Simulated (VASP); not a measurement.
OSZICAR of a VASP run on TiB2 (AlB2 type):

OSZICAR:
```
       N       E                     dE             d eps       ncg     rms          rms(c)
DAV:   1     0.133437674136E+03    0.13344E+03   -0.93568E+03  1820   0.156E+03
DAV:   2    -0.134786961155E+02   -0.14692E+03   -0.14298E+03  1845   0.393E+02
DAV:   3    -0.233404251487E+02   -0.98617E+01   -0.96870E+01  2671   0.959E+01
DAV:   4    -0.236723371293E+02   -0.33191E+00   -0.33135E+00  2332   0.162E+01
DAV:   5    -0.236821386403E+02   -0.98015E-02   -0.98008E-02  2686   0.245E+00    0.155E+01
DAV:   6    -0.181108252528E+02    0.55713E+01   -0.31888E+01  2436   0.591E+01    0.409E+00
DAV:   7    -0.180882064684E+02    0.22619E-01   -0.27199E+00  2161   0.202E+01    0.323E+00
DAV:   8    -0.180924780161E+02   -0.42715E-02   -0.24387E-01  2470   0.438E+00    0.110E+00
DAV:   9    -0.180915994892E+02    0.87853E-03   -0.10512E-01  2366   0.453E+00    0.491E-01
DAV:  10    -0.180894918827E+02    0.21076E-02   -0.98040E-03  2411   0.127E+00    0.862E-02
DAV:  11    -0.180894810187E+02    0.10864E-04   -0.12123E-03  2459   0.429E-01    0.441E-02
DAV:  12    -0.180894725724E+02    0.84463E-05   -0.85799E-05  2208   0.123E-01    0.783E-03
DAV:  13    -0.180894751989E+02   -0.26265E-05   -0.61121E-06  2162   0.331E-02    0.367E-03
DAV:  14    -0.180894753359E+02   -0.13706E-06   -0.11728E-06  1174   0.139E-02
   1 F= -.18089475E+02 E0= -.18089085E+02  d E =-.180895E+02
       N       E                     dE             d eps       ncg     rms          rms(c)
DAV:   1    -0.180901570227E+02   -0.68182E-03   -0.22646E-02  1970   0.247E+00    0.218E-01
DAV:   2    -0.180897309613E+02    0.42606E-03   -0.26500E-03  1903   0.741E-01    0.807E-02
DAV:   3    -0.180896181562E+02    0.11281E-03   -0.26104E-04  2518   0.163E-01    0.414E-02
DAV:   4    -0.180895967608E+02    0.21395E-04   -0.12756E-04  2757   0.114E-01    0.172E-02
DAV:   5    -0.180896039667E+02   -0.72059E-05   -0.16125E-05  1915   0.543E-02    0.103E-02
DAV:   6    -0.180896020606E+02    0.19061E-05   -0.34695E-06  1977   0.207E-02    0.135E-03
DAV:   7    -0.180896025856E+02   -0.52498E-06   -0.27699E-07   985   0.617E-03
   2 F= -.18089603E+02 E0= -.18089225E+02  d E =-.127250E-03
```

Q: Which electronic solver shows in the log?

A: It is blocked Davidson (ALGO = Normal, or the opening steps of other solvers). The INCAR had ALGO = Normal.

Q: Can the final energy be trusted as converged?

A: The run converged. It stopped with EDIFF = 1E-6, NELM = 100, NSW = 60 and EDIFFG = -0.02 after 2 ionic steps (vdW-DF2, plane waves, VASP's PBE PAW potentials (set 64)).

The compound is TiB2 in the AlB2 type structure. This run relaxes it. Symmetry was kept, so distortions that lower it aren't found. The start is the result of an earlier pass.
